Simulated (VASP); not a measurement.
Given:

```
Se
1.0
    1.83066    -3.17080     0.00000
    1.83066     3.17080     0.00000
    0.00000     0.00000     5.14656
Se
3
Direct
  0.00000   0.28087   0.66667
  0.71913   0.71913   0.00000
  0.28087   0.00000   0.33333
```

These are PBEsol GGA, VASP's PBE PAW potentials (set 64) (plane waves; VASP 6.6.1) values and carry that method's errors. Run with 500 eV cut-off, 7×7×5 Γ-centred mesh, Gaussian smearing of 0.050 eV, potentials Se.

Energy and stress use the plane-wave basis of the starting cell. Without a dispersion term in the relaxation, distances and binding between the weakly bound layers, chains or molecules are unreliable, and so is what depends on them.

Problem. The ions, cell shape and volume at an external pressure of 20.0 GPa are relaxed. What does this cell relax into?

Solution. 
```
Se
1.0
    1.75438    -3.03868     0.00000
    1.75438     3.03868     0.00000
    0.00000     0.00000     5.12327
Se
3
Direct
  0.00000   0.29330   0.66667
  0.70670   0.70670   0.00000
  0.29330   0.00000   0.33333
```
Space group P3_121 (152), at a tolerance of 0.03 Å.

Problem. How do energy and volume change from the first to the last step?

Solution. The energy (σ→0) changes by +154.4 meV/atom and the volume by -8.6 %, in 10 ionic steps.

The compound is Se in the trig structure. This run relaxes it under an external pressure of 20 GPa. Symmetry was kept, so distortions that lower it aren't found.
